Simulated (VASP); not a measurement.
Crystal: Ti2RuC3.

```
CELL_PARAMETERS angstrom
3.39515 0.00000 0.00000
-1.69758 2.94029 0.00000
0.00000 0.00000 8.24426
ATOMIC_POSITIONS crystal
Ti 0.33333 0.66667 0.67351
Ti 0.66667 0.33333 0.32649
Ru 0.00000 0.00000 0.00000
C 0.33333 0.66667 0.15392
C 0.66667 0.33333 0.84608
C 0.00000 0.00000 0.50000
```

The cell was built by a generator and needn't be a form met in nature.

| Property | Result |
| --- | --- |
| Program | VASP 6.6.1 |
| Task | relaxation of cell and atoms |
| Functional | PBE |
| Potentials or basis | VASP PAW PBE potentials, release 64 (Ti_sv, Ru_pv, C) |
| Cutoff | 520 eV |
| k mesh | 6 × 6 × 2 |
| Occupations | gaussian, width 0.15 eV |
| Spin | no spin polarisation |

At the start: pressure -43.4 GPa; volume 13.72 Å³/atom.

Task: Where does the relaxation end?

Result: Over 8 steps the energy falls by 659.1 meV/atom and the volume is 10.05 Å³/atom (-26.7 %); space group P-3m1 (No. 164, to 0.05 Å).

Step by step:
```
step  energy change (eV)  largest force (eV/Å)  pressure (GPa)  volume (Å³)
   1              0.0000                0.1002          -43.40        82.30
   2              1.3975                2.3611          144.08        45.49
   3             -3.8667                0.6502           -4.82        61.69
   4             -3.8909                0.6952           -1.13        60.87
   5             -3.8921                0.7148            0.57        60.49
   6             -3.9527                0.1445            0.54        60.34
   7             -3.9547                0.0817            0.53        60.30
   8             -3.9548                0.0510            0.46        60.31
```

Final structure:
```cif
data_structure
_symmetry_space_group_name_H-M 'P 1'
_symmetry_Int_Tables_number 1
_cell_length_a 3.1083
_cell_length_b 3.1083
_cell_length_c 7.2076
_cell_angle_alpha 90.000
_cell_angle_beta 90.000
_cell_angle_gamma 120.000
_cell_volume 60.31
loop_
_atom_site_label
_atom_site_type_symbol
_atom_site_fract_x
_atom_site_fract_y
_atom_site_fract_z
_atom_site_occupancy
Ti1 Ti 0.33333 0.66667 0.67339 1
Ti2 Ti 0.66667 0.33333 0.32661 1
Ru1 Ru 0.00000 0.00000 0.00000 1
C1 C 0.33333 0.66667 0.15901 1
C2 C 0.66667 0.33333 0.84099 1
C3 C 0.00000 0.00000 0.50000 1
```

Caveat: the k mesh is coarse (spacing up to 0.38 Å⁻¹), so the values aren't converged; the volume moved by over 15 % at a fixed basis, so the end points are rough.
